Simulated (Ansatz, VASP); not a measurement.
## BN in two plane-wave programs

Wanted: the spread between two codes on one cell, functional and k mesh. The cell is taken from a series of runs on this material, whose earlier steps may have relaxed, scaled, displaced or heated it; both programs get it as it stands.

Main program and level: Ansatz 0.2.0; plane waves, with VASP 6.6.1 beside it; zone-centre phonons at LDA.

## (1) The starting structure

Symmetry: Imm2, No. 44, orthorhombic system. The conventional cell has a = 2.532 Å, b = 2.557 Å, c = 3.571 Å, α = 90.00°, β = 90.00°, γ = 90.00°. Nearest to B lie 4 N at 1.55 to 1.56 Å. Nearest to N lie 4 B at 1.55 to 1.56 Å. Farther neighbours and most contacts between anions are not listed.

Structure file:

```
B N
1.0
     0.00885    1.79897    1.78574
     1.79897    0.00885    1.78574
     1.80782    1.80782    0.00000
B N
1 1
Direct
  0.00013 0.00013 0.99987
  0.24987 0.24987 0.25013
```

## (2) VASP: zone-centre phonons, LDA, pair 1

Second derivatives magnify differences that forces hide, and they need a tight electronic threshold.

Lines of VASP's logs that name or quote its potential files are left out, and so is its time.

Input file INCAR:

```
SYSTEM = BN
PREC = Accurate
ENCUT = 600
EDIFF = 1E-08
NELM = 120
ISMEAR = 0
SIGMA = 0.01
LREAL = .FALSE.
ALGO = Normal
GGA = CA
NBANDS = 10
LORBIT = 11
LWAVE = .FALSE.
LCHARG = .FALSE.
ISIF = 2
IBRION = 8
LEPSILON = .TRUE.
LASPH = .TRUE.
GGA_COMPAT = .FALSE.
EFERMI = MIDGAP
KPAR = 2
```

Input file POSCAR:

```
BN
1.0
    0.0088505011      1.7989740670      1.7857353033
    1.7989740670      0.0088505011      1.7857353033
    1.8078245681      1.8078245681      0.0000000000
B N
1 1
Direct
    0.0001278222      0.0001278222      0.9998721778
    0.2498721778      0.2498721778      0.2501278222
```

Input file KPOINTS:

```
Automatic mesh
0
Gamma
12 12 12
0 0 0
```

The projector-augmented-wave data sets are B and N (LDA family, release 64).

Launch:

```
$ mpirun -np 2 vasp_std
```

Numbers of over 12 decimals in the logs are rounded to 6 here.

What it wrote:

```text
[banner, memory and clock lines left out]
running    2 mpi-ranks, on    1 nodes
 distrk:  each k-point on    1 cores,    2 groups
 distr:  one band on    1 cores,    1 groups

 POSCAR found type information on POSCAR B N
 POSCAR found :  2 types and       2 ions
 LDA part: xc-table for (Slater(with rela. corr.)+CA(PZ))
 , standard interpolation
 POSCAR, INCAR and KPOINTS ok, starting setup
 FFT: planning ... GRIDC
 FFT: planning ... GRID_SOFT
 FFT: planning ... GRID
 WAVECAR not read
 entering main loop
       N       E                     dE             d eps       ncg     rms          rms(c)
DAV:   1     0.107509004792E+02    0.10751E+02   -0.55316E+03  5696   0.887E+02
DAV:   2    -0.200769463536E+02   -0.30828E+02   -0.29877E+02  6700   0.168E+02
DAV:   3    -0.205838329831E+02   -0.50689E+00   -0.50570E+00  6552   0.189E+01
DAV:   4    -0.205844862769E+02   -0.65329E-03   -0.65328E-03  6094   0.801E-01
DAV:   5    -0.205844868898E+02   -0.61290E-06   -0.61289E-06  6368   0.249E-02    0.661E+00
DAV:   6    -0.195624253391E+02    0.10221E+01   -0.33369E+00  5704   0.113E+01    0.313E+00
DAV:   7    -0.194461450058E+02    0.11628E+00   -0.96654E-02  6254   0.270E+00    0.178E+00
DAV:   8    -0.194138932009E+02    0.32252E-01   -0.49845E-02  6328   0.160E+00    0.185E-01
DAV:   9    -0.194137413345E+02    0.15187E-03   -0.87947E-04  6134   0.281E-01    0.813E-02
DAV:  10    -0.194137254243E+02    0.15910E-04   -0.45405E-05  6312   0.679E-02    0.138E-02
DAV:  11    -0.194137259025E+02   -0.47825E-06   -0.17973E-06  6244   0.977E-03    0.622E-03
DAV:  12    -0.194137258343E+02    0.68257E-07   -0.50082E-07  6152   0.445E-03    0.257E-04
DAV:  13    -0.194137258349E+02   -0.63733E-09   -0.81421E-09  3512   0.923E-04
   1 F= -.19413726E+02 E0= -.19413726E+02  d E =0.000000E+00
 Linear response reoptimize wavefunctions to high precision
DAV:   1    -0.194137258349E+02   -0.21714E-10   -0.24134E-10  3822   0.183E-04
 Linear response G [H, r] |phi>, progress :
  Direction:   1
       N       E                     dE             d eps       ncg     rms
RMM:   1    -0.351423776524E+02   -0.35142E+02   -0.99961E+00 12904   0.504E+01
RMM:   2    -0.310190890053E+02    0.41233E+01   -0.76482E-01  8920   0.866E+00
RMM:   3    -0.310350076406E+02   -0.15919E-01    0.90059E-03  9518   0.356E-01
RMM:   4    -0.310360498124E+02   -0.10422E-02    0.42157E-04  9976   0.208E-02
RMM:   5    -0.310360957577E+02   -0.45945E-04   -0.30473E-05  9708   0.158E-03
RMM:   6    -0.310360983006E+02   -0.25430E-05   -0.55866E-05  8298   0.288E-04
RMM:   7    -0.310360983424E+02   -0.41774E-07   -0.56304E-05  6972   0.201E-04
RMM:   8    -0.310360983415E+02    0.87555E-09   -0.56310E-05  7024   0.200E-04
RMM:   9    -0.310360983403E+02    0.11809E-08   -0.56360E-05  6669   0.200E-04
RMM:  10    -0.310360983339E+02    0.64699E-08   -0.56696E-05  5953   0.200E-04
 Linear response G [H, r] |phi>, progress :
  Direction:   2
       N       E                     dE             d eps       ncg     rms
RMM:   1    -0.297499109345E+02   -0.29750E+02    0.24741E+01 12753   0.490E+01
RMM:   2    -0.279122718928E+02    0.18376E+01   -0.72560E-01  8869   0.789E+00
RMM:   3    -0.279164022551E+02   -0.41304E-02    0.36991E-04  9515   0.336E-01
RMM:   4    -0.279166179724E+02   -0.21572E-03    0.10303E-04 10075   0.206E-02
RMM:   5    -0.279166325612E+02   -0.14589E-04   -0.34910E-05  9762   0.167E-03
RMM:   6    -0.279166332620E+02   -0.70084E-06   -0.41854E-05  8329   0.332E-04
RMM:   7    -0.279166333249E+02   -0.62941E-07   -0.42500E-05  7027   0.237E-04
RMM:   8    -0.279166333237E+02    0.12057E-08   -0.42495E-05  7130   0.235E-04
RMM:   9    -0.279166333216E+02    0.21563E-08   -0.42542E-05  6897   0.235E-04
RMM:  10    -0.279166333102E+02    0.11380E-07   -0.42883E-05  6138   0.235E-04
 Linear response G [H, r] |phi>, progress :
  Direction:   3
       N       E                     dE             d eps       ncg     rms
RMM:   1    -0.323511795352E+02   -0.32351E+02    0.92643E+00 12652   0.498E+01
RMM:   2    -0.294782318301E+02    0.28729E+01   -0.82392E-01  8818   0.825E+00
RMM:   3    -0.294805885680E+02   -0.23567E-02   -0.12869E-03  9472   0.346E-01
RMM:   4    -0.294806429494E+02   -0.54381E-04    0.42159E-05  9951   0.208E-02
RMM:   5    -0.294806476466E+02   -0.46972E-05    0.29199E-06  9660   0.166E-03
RMM:   6    -0.294806479481E+02   -0.30148E-06   -0.43371E-08  8246   0.327E-04
RMM:   7    -0.294806479591E+02   -0.11018E-07   -0.16946E-07  6879   0.234E-04
RMM:   8    -0.294806479591E+02   -0.41751E-10   -0.17242E-07  6849   0.233E-04
RMM:   9    -0.294806479591E+02   -0.15962E-10   -0.16933E-07  6449   0.233E-04
RMM:  10    -0.294806479592E+02   -0.89344E-10   -0.15099E-07  5768   0.233E-04
 Linear response to external field (no local field effect), progress :
  Direction:   1
       N       E                     dE             d eps       ncg     rms          rms(c)
RMM:   1    -0.133207629212E+00   -0.13321E+00   -0.41225E-01 12808   0.194E+00
[...]
dielectric tensor                  component  1 :     5.184     0.032     1.068
 Linear response to external field (no local field effect), progress :
  Direction:   2
       N       E                     dE             d eps       ncg     rms          rms(c)
RMM:   1    -0.104776737601E+00   -0.10478E+00   -0.30330E-01 12847   0.175E+00
[...]
RMM:   9    -0.121329595564E+00    0.17377E-07   -0.18207E-10 15752   0.433E-05    0.211E-06
 change of polarisation eV/A/(eV/A) component  2 :     0.002     0.229    -0.000
 dielectric tensor                  component  2 :     0.028     4.583    -0.000
 Linear response to external field, progress :
  Direction:   3
       N       E                     dE             d eps       ncg     rms          rms(c)
RMM:   1    -0.117836767350E+00   -0.11784E+00   -0.35192E-01 12551   0.184E+00
RMM:   2    -0.118233788011E+00   -0.39702E-03   -0.27830E-04  9056   0.137E-01    0.575E-01
RMM:   3    -0.115955918847E+00    0.22779E-02   -0.95328E-04  8887   0.238E-01    0.337E-01
RMM:   4    -0.119681065020E+00   -0.37251E-02   -0.14046E-03  9152   0.289E-01    0.369E-02
RMM:   5    -0.120142459798E+00   -0.46139E-03   -0.14929E-05  9294   0.313E-02    0.413E-03
RMM:   6    -0.120157270340E+00   -0.14811E-04   -0.31129E-08  9420   0.172E-03    0.219E-03
RMM:   7    -0.120166186077E+00   -0.89157E-05   -0.77671E-09  9389   0.839E-04    0.919E-05
RMM:   8    -0.120166393100E+00   -0.20702E-06   -0.24314E-10  5442   0.371E-05    0.330E-05
RMM:   9    -0.120166408383E+00   -0.15283E-07   -0.22567E-10  5451   0.494E-05    0.327E-06
 change of polarisation eV/A/(eV/A) component  3 :     0.067    -0.021     0.227
 dielectric tensor                  component  3 :     1.047    -0.330     4.548
 Linear response DOF=           4
 Linear response progress:
  Degree of freedom:   1/  4
       N       E                     dE             d eps       ncg     rms          rms(c)
RMM:   1    -0.421287735027E-01   -0.42129E-01   -0.26772E-02 45312   0.136E+00
RMM:   2    -0.363485032256E-01    0.57803E-02   -0.73851E-04 26699   0.246E-01    0.148E-01
RMM:   3    -0.362996355004E-01    0.48868E-04   -0.75163E-05 28017   0.782E-02    0.826E-02
RMM:   4    -0.365853612808E-01   -0.28573E-03   -0.11490E-04 28085   0.888E-02    0.768E-03
RMM:   5    -0.365788316973E-01    0.65296E-05    0.28321E-07 28707   0.730E-03    0.111E-03
RMM:   6    -0.365767046508E-01    0.21270E-05    0.77982E-09 28773   0.526E-04    0.413E-04
RMM:   7    -0.365744258625E-01    0.22788E-05   -0.21431E-08 29206   0.390E-04    0.439E-05
RMM:   8    -0.365745001852E-01   -0.74323E-07    0.10465E-08 29253   0.315E-05    0.104E-05
RMM:   9    -0.365744474236E-01    0.52762E-07    0.14814E-09 29990   0.150E-05    0.870E-07
RMM:  10    -0.365744471479E-01    0.27576E-09   -0.28868E-09 19809   0.790E-06    0.343E-07
 first order change of Fermi-energy   0.20542E-04
 force on displaced ion       1 direction 1 : -25.201   0.652   0.000
 Born effective charge ion    1 direction 1 :   1.883   0.009   0.000
 Linear response progress:
  Degree of freedom:   2/  4
       N       E                     dE             d eps       ncg     rms          rms(c)
RMM:   1    -0.410490347959E-01   -0.41049E-01   -0.20173E-02 14054   0.134E+00
RMM:   2    -0.362433287667E-01    0.48057E-02   -0.74180E-04  8604   0.240E-01    0.146E-01
RMM:   3    -0.361953005008E-01    0.48028E-04   -0.10025E-04  8893   0.771E-02    0.821E-02
RMM:   4    -0.364744877334E-01   -0.27919E-03   -0.12675E-04  8892   0.875E-02    0.762E-03
RMM:   5    -0.364699470663E-01    0.45407E-05   -0.86759E-07  9180   0.613E-03    0.244E-03
RMM:   6    -0.364650356414E-01    0.49114E-05   -0.14827E-07  9196   0.158E-03    0.471E-04
RMM:   7    -0.364627359789E-01    0.22997E-05   -0.53353E-09  9296   0.404E-04    0.535E-05
RMM:   8    -0.364626142287E-01    0.12175E-06    0.29183E-09  9391   0.494E-05    0.228E-05
RMM:   9    -0.364626086008E-01    0.56279E-08    0.26346E-09  9212   0.137E-05    0.557E-07
 first order change of Fermi-energy  -0.14710E+00
 force on displaced ion       1 direction 3 :  -0.000  -0.000 -25.397
 Born effective charge ion    1 direction 3 :   0.000   0.000   1.864
 Linear response progress:
  Degree of freedom:   3/  4
       N       E                     dE             d eps       ncg     rms          rms(c)
RMM:   1    -0.230067943129E+00   -0.23007E+00    0.10340E-01 35646   0.333E+00
RMM:   2    -0.223924658173E+00    0.61433E-02   -0.20145E-03 26758   0.441E-01    0.230E-01
RMM:   3    -0.224902749074E+00   -0.97809E-03   -0.40989E-04 26092   0.160E-01    0.124E-01
RMM:   4    -0.226932942785E+00   -0.20302E-02   -0.38764E-04 25208   0.156E-01    0.231E-02
RMM:   5    -0.226988266584E+00   -0.55324E-04   -0.59657E-06 28917   0.230E-02    0.880E-04
RMM:   6    -0.226996249821E+00   -0.79832E-05   -0.80764E-08 28605   0.114E-03    0.408E-04
RMM:   7    -0.226994285392E+00    0.19644E-05   -0.26857E-08 29243   0.380E-04    0.467E-05
RMM:   8    -0.226994081956E+00    0.20344E-06    0.71236E-09 29280   0.344E-05    0.197E-05
RMM:   9    -0.226994020591E+00    0.61365E-07    0.69931E-09 29903   0.304E-05    0.986E-07
RMM:  10    -0.226994021122E+00   -0.53131E-09    0.39135E-09 24114   0.170E-05    0.342E-07
 first order change of Fermi-energy   0.67616E-04
 force on displaced ion       2 direction 1 : -25.195   0.647  -0.001
 Born effective charge ion    2 direction 1 :  -1.883  -0.009  -0.000
 Linear response progress:
  Degree of freedom:   4/  4
       N       E                     dE             d eps       ncg     rms          rms(c)
RMM:   1    -0.229732204970E+00   -0.22973E+00    0.10266E-01 11341   0.332E+00
RMM:   2    -0.223932982404E+00    0.57992E-02   -0.19910E-03  8636   0.438E-01    0.229E-01
RMM:   3    -0.224915115423E+00   -0.98213E-03   -0.39301E-04  8326   0.159E-01    0.124E-01
RMM:   4    -0.226939814961E+00   -0.20247E-02   -0.37227E-04  8048   0.155E-01    0.231E-02
RMM:   5    -0.226998268266E+00   -0.58453E-04   -0.60012E-06  9265   0.228E-02    0.844E-04
RMM:   6    -0.227006135822E+00   -0.78676E-05   -0.15639E-08  9120   0.110E-03    0.402E-04
RMM:   7    -0.227004077806E+00    0.20580E-05    0.96269E-10  9365   0.360E-04    0.651E-05
RMM:   8    -0.227003935788E+00    0.14202E-06    0.26260E-10  9328   0.516E-05    0.205E-05
RMM:   9    -0.227003887079E+00    0.48709E-07    0.21786E-10  9613   0.329E-05    0.223E-06
RMM:  10    -0.227003867803E+00    0.19276E-07    0.15137E-10  8626   0.202E-05    0.538E-07
RMM:  11    -0.227003869044E+00   -0.12411E-08    0.46562E-10  6177   0.195E-05    0.234E-08
 first order change of Fermi-energy   0.14790E+00
 force on displaced ion       2 direction 3 :  -0.000  -0.000 -25.391
 Born effective charge ion    2 direction 3 :   0.000   0.000  -1.863
 Born effective charges drift removed
 Linear response finished
```

OUTCAR, selected parts (step 2):

```text
ion  position               nearest neighbor table
   1  0.000  0.000  1.000-   2 1.55   2 1.55   2 1.56   2 1.56
   2  0.250  0.250  0.250-   1 1.55   1 1.55   1 1.56   1 1.56

  LATTYP: Found a body centered orthorhombic cell.
 ALAT       =     2.5316170252
 B/A-ratio  =     1.0098881455
 C/A-ratio  =     1.4107467958

 Subroutine GETGRP returns: Found  4 space group operations
 (whereof  4 operations were pure point group operations)

The static configuration has the point symmetry C_2v.

 Found    280 irreducible k-points:

   k-points           NKPTS =    280   k-points in BZ     NKDIM =    280   number of bands    NBANDS=     10

   dimension x,y,z NGX =    20 NGY =   20 NGZ =   20
   dimension x,y,z NGXF=    40 NGYF=   40 NGZF=   40

   ENCUT  =  600.0 eV  44.10 Ry    6.64 a.u.   5.06  5.06  5.11*2*pi/ulx,y,z

   NELECT =       8.0000    total number of electrons

 k-points in reciprocal lattice and weights: Automatic mesh
   0.00000000  0.00000000  0.00000000       0.001
   0.08333333 -0.00000000  0.00000000       0.002
   0.16666667 -0.00000000  0.00000000       0.002
   0.25000000 -0.00000000  0.00000000       0.002
   0.33333333 -0.00000000  0.00000000       0.002
   0.41666667 -0.00000000  0.00000000       0.002
   0.50000000 -0.00000000  0.00000000       0.001
   0.08333333  0.08333333  0.00000000       0.001
   0.16666667  0.08333333  0.00000000       0.002
[...]
0.25000000  0.25000000  0.50000000       0.001
  -0.25000000  0.25000000  0.50000000       0.001

 average (electrostatic) potential at core
       1 -29.2721       2 -59.8562

  Total       -0.2604469     -0.2604469      0.0671775     -0.3305636      0.0000000      0.0000000
  in kB      -36.1030114    -36.1030114      9.3121053    -45.8225420      0.0000000      0.0000000
  external PRESSURE =     -20.9646392 kB  Pullay stress =       0.0000000 kB

  energy-cutoff  :      600.00
  volume of cell :       11.56
      direct lattice vectors                 reciprocal lattice vectors
     0.008850501  1.798974067  1.785735303    -0.279310328  0.279310328  0.279996704
     1.798974067  0.008850501  1.785735303     0.279310328 -0.279310328  0.279996704
     1.807824568  1.807824568  0.000000000     0.276575509  0.276575509 -0.279996704

 POSITION                                       TOTAL-FORCE (eV/Angst)
 -----------------------------------------------------------------------------------
      1.80782      1.80782      0.00046         0.000000      0.000000      0.002721
      0.90391      0.90391      0.89241        -0.000000     -0.000000     -0.002721
 -----------------------------------------------------------------------------------
    total drift:                               -0.000000     -0.000000     -0.000005

 MACROSCOPIC STATIC DIELECTRIC TENSOR (including local field effects in DFT)
 ------------------------------------------------------
           4.582568     0.028506     0.000000
           0.028506     4.582568     0.000000
           0.000000     0.000000     4.548491
 ------------------------------------------------------

 PIEZOELECTRIC TENSOR (including local field effects)  for field in x, y, z        (C/m^2)
          XX          YY          ZZ          XY          YZ          ZX
  --------------------------------------------------------------------------------
  x     0.00000     0.00000     0.00000     0.00000    -1.02782    -0.00630
  y     0.00000     0.00000     0.00000     0.00000    -0.00630    -1.02782
  z    -0.01031    -0.01031     0.00595    -1.02976     0.00000     0.00000

 BORN EFFECTIVE CHARGES (including local field effects) (in |e|, cummulative output)
 ---------------------------------------------------------------------------------
 ion    1
    1     1.88323     0.00872     0.00000
    2     0.00872     1.88323     0.00000
    3     0.00000     0.00000     1.86316
 ion    2
    1    -1.88323    -0.00872     0.00000
    2    -0.00872    -1.88323     0.00000
    3     0.00000     0.00000    -1.86316

 Eigenvectors and eigenvalues of the dynamical matrix
 ----------------------------------------------------

   1 f  =   32.179852 THz   202.191976 2PiTHz 1073.404334 cm-1   133.085116 meV
             X         Y         Z           dx          dy          dz
      1.807825  1.807825  0.000457     0.531213   -0.531213    0.000000
      0.903912  0.903912  0.892411    -0.466704    0.466704    0.000000

   2 f  =   31.896282 THz   200.410250 2PiTHz 1063.945441 cm-1   131.912363 meV
             X         Y         Z           dx          dy          dz
      1.807825  1.807825  0.000457     0.000000    0.000000    0.751225
      0.903912  0.903912  0.892411     0.000000    0.000000   -0.660046

   3 f  =   31.360463 THz   197.043603 2PiTHz 1046.072463 cm-1   129.696397 meV
             X         Y         Z           dx          dy          dz
      1.807825  1.807825  0.000457    -0.531176   -0.531176    0.000000
      0.903912  0.903912  0.892411     0.466746    0.466746    0.000000

   4 f/i=    0.000381 THz     0.002393 2PiTHz    0.012701 cm-1     0.001575 meV
             X         Y         Z           dx          dy          dz
      1.807825  1.807825  0.000457    -0.466746   -0.466746    0.000000
      0.903912  0.903912  0.892411    -0.531176   -0.531176    0.000000

   5 f/i=    0.001807 THz     0.011351 2PiTHz    0.060261 cm-1     0.007471 meV
             X         Y         Z           dx          dy          dz
      1.807825  1.807825  0.000457     0.000000    0.000000   -0.660046
      0.903912  0.903912  0.892411     0.000000    0.000000   -0.751225

   6 f/i=    0.002951 THz     0.018542 2PiTHz    0.098436 cm-1     0.012205 meV
             X         Y         Z           dx          dy          dz
      1.807825  1.807825  0.000457     0.466704   -0.466704    0.000000
      0.903912  0.903912  0.892411     0.531213   -0.531213    0.000000

 MACROSCOPIC STATIC DIELECTRIC TENSOR IONIC CONTRIBUTION
 ------------------------------------------------------
           2.205566     0.077254    -0.000000
           0.077254     2.205566    -0.000000
          -0.000000    -0.000000     2.140162
 ------------------------------------------------------

 ELASTIC MODULI CONTR FROM IONIC RELAXATION (kBar)
 Direction    XX          YY          ZZ          XY          YZ          ZX
 --------------------------------------------------------------------------------
 XX          -0.9969     -0.9969     -1.1623      5.8571      0.0000     -0.0000
 YY          -0.9969     -0.9969     -1.1623      5.8571      0.0000     -0.0000
 ZZ          -1.1623     -1.1623     -1.3552      6.8289      0.0000     -0.0000
 XY           5.8571      5.8571      6.8289    -34.4117     -0.0000      0.0000
 YZ           0.0000      0.0000      0.0000     -0.0000    -31.3140     14.8562
 ZX          -0.0000     -0.0000     -0.0000      0.0000     14.8562    -35.4175
 --------------------------------------------------------------------------------

 PIEZOELECTRIC TENSOR IONIC CONTR  for field in x, y, z        (C/m^2)
          XX          YY          ZZ          XY          YZ          ZX
  --------------------------------------------------------------------------------
  x     0.00000     0.00000     0.00000    -0.00000     0.24224    -0.06762
  y     0.00000     0.00000     0.00000    -0.00000    -0.04118     0.25162
  z    -0.04346    -0.04346    -0.05068     0.25536     0.00000    -0.00000
```

(Part 1 of 3 ends here.)

[Lines on the potential files, build, host, timing and source positions are cut from VASP's logs without a mark.]

[Logs are printed without paths, hosts, clocks, repeated set-up lines and the standing remarks that a program may print on its own settings, such as how far it seeks lower states.]

[Hosts, paths, dates, database ids (printed as entryN), source tags and the programs' standing remarks are cut or masked in the printed files.]
